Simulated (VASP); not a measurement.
The system is Sn.

```
Sn
1.0
    -2.91615    2.91615    1.59115
     2.91615   -2.91615    1.59115
     2.91615    2.91615   -1.59115
Sn
2
Cartesian
  0.0000 0.0000 0.0000
  0.0000 2.9162 0.7956
```

* Program: VASP 6.6.1
* Task: relaxation of cell and atoms
* Functional: r2SCAN
* Potentials or basis: VASP PAW PBE potentials, release 64 (Sn_d)
* Cutoff: 600 eV
* k mesh: 16 × 16 × 16
* Occupations: gaussian, width 0.1 eV
* Spin: no spin polarisation

At the start: pressure 1.1 GPa; volume 27.06 Å³/atom.

**Question.** How do energy, volume and symmetry change on relaxing?

**Answer.** Over 5 steps the energy falls by 2.1 meV/atom and the volume is 27.58 Å³/atom (+1.9 %); space group I4_1/amd (No. 141, to 0.05 Å).

The path:
```
step  energy change (eV)  largest force (eV/Å)  pressure (GPa)  volume (Å³)
   1              0.0000                0.0000            1.11        54.12
   2             -0.0036                0.0000           -0.42        55.61
   3             -0.0041                0.0000           -0.04        55.22
   4             -0.0042                0.0000           -0.01        55.19
   5             -0.0042                0.0000            0.01        55.17
```

Final structure:
```cif
data_structure
_symmetry_space_group_name_H-M 'P 1'
_symmetry_Int_Tables_number 1
_cell_length_a 4.4564
_cell_length_b 4.4564
_cell_length_c 4.4564
_cell_angle_alpha 97.333
_cell_angle_beta 97.333
_cell_angle_gamma 138.134
_cell_volume 55.17
loop_
_atom_site_label
_atom_site_type_symbol
_atom_site_fract_x
_atom_site_fract_y
_atom_site_fract_z
_atom_site_occupancy
Sn1 Sn 0.00000 0.00000 0.00000 1
Sn2 Sn 0.75000 0.25000 0.50000 1
```

Caveat: the PAW data sets were made with another functional, which shifts forces and pressure a little.
